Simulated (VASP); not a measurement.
ZnCd2SeS2:

```xyz
6
Lattice="3.9560 0.0000 0.0000 -1.9780 3.4260 0.0000 0.0000 0.0000 9.6910" Properties=species:S:1:pos:R:3 pbc="T T T"
Zn    0.0000    0.0000    0.0000
Cd    0.0000    2.2840    3.2303
Cd    1.9780    1.1420    6.4607
Se    0.0000    2.2840    5.6531
S     1.9780    1.1420    8.8834
S     0.0000    0.0000    2.4228
```

The cell was built by a generator and needn't be a form met in nature.

| Item | Value |
| --- | --- |
| Program | VASP 6.6.1 |
| Task | relaxation of cell and atoms |
| Functional | PBE |
| Potentials or basis | VASP PAW PBE potentials, release 64 (Zn, Cd, Se, S) |
| Cutoff | 520 eV |
| k mesh | 4 × 4 × 2 |
| Occupations | gaussian, width 0.15 eV |
| Spin | no spin polarisation |

At the start: pressure 12.8 GPa; volume 21.89 Å³/atom.

Task: Where does the relaxation end?

Result: Over 8 steps the energy falls by 192.2 meV/atom and the volume is 25.33 Å³/atom (+15.7 %); space group P3m1 (No. 156, to 0.05 Å).

The path:
```tsv
step	energy change (eV)	largest force (eV/Å)	pressure (GPa)	volume (Å³)
1	0.0000	1.5975	12.75	131.34
2	-0.8276	0.4841	-3.92	167.32
3	-0.9598	0.7179	-0.63	155.87
4	-1.0311	0.5503	-0.40	154.72
5	-1.1283	0.3595	0.42	151.28
6	-1.1513	0.1084	-0.10	152.56
7	-1.1515	0.1264	-0.11	152.47
8	-1.1535	0.0489	0.14	151.98
```

Final structure:
```cif
data_structure
_symmetry_space_group_name_H-M 'P 1'
_symmetry_Int_Tables_number 1
_cell_length_a 4.1489
_cell_length_b 4.1489
_cell_length_c 10.1948
_cell_angle_alpha 90.000
_cell_angle_beta 90.000
_cell_angle_gamma 120.000
_cell_volume 151.98
loop_
_atom_site_label
_atom_site_type_symbol
_atom_site_fract_x
_atom_site_fract_y
_atom_site_fract_z
_atom_site_occupancy
Zn1 Zn 0.00000 0.00000 0.00039 1
Cd1 Cd 0.33333 0.66667 0.31731 1
Cd2 Cd 0.66667 0.33333 0.68612 1
Se1 Se 0.33333 0.66667 0.57887 1
S1 S 0.66667 0.33333 0.93680 1
S2 S 0.00000 0.00000 0.23051 1
```

Caveat: the k mesh is coarse (spacing up to 0.46 Å⁻¹), so the values aren't converged; the volume moved by over 15 % at a fixed basis, so the end points are rough.
